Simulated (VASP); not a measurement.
Input:

```
CELL_PARAMETERS angstrom
      2.99734     0.00000     0.00000
      0.00000     2.99734     0.00000
      0.00000     0.00000     2.99734
ATOMIC_POSITIONS crystal
  Cr 0.00000 0.00000 0.00000
  Cr 0.50000 0.50000 0.50000
```
Starting moments (μB, in the order of the record's atoms Cr Cr): 2.7 -2.7.

Computed with r2SCAN meta-GGA, VASP's PBE PAW potentials (set 64) (plane waves; VASP). Numerical set-up: 520 eV cut-off, 12×12×12 Γ-centred mesh, first-order Methfessel-Paxton smearing of 0.10 eV, potentials Cr_pv.

Q: What does the run give for the cell moment, energy per atom (σ→0), pressure, band gap (on the k-mesh) with the smallest direct gap where there is one?

A: 
```
Quantity                                                     Value
------------------------  ----------------------------------------
band gap (on the k-mesh)  none (metal, semimetal or under 0.01 eV)
cell moment                                                0.00 μB
energy per atom (σ→0)                              -15.068 eV/atom
pressure                                                 -3.17 GPa
```

Q: Give the moment on each site (PAW-sphere projection).

A: 
```csv
site,moment (μB)
Cr1,2.82
Cr2,-2.82
```

The compound is Cr in the bcc, AFM order structure. This cell is one point of a volume scan, at 1.03 of the reference volume.
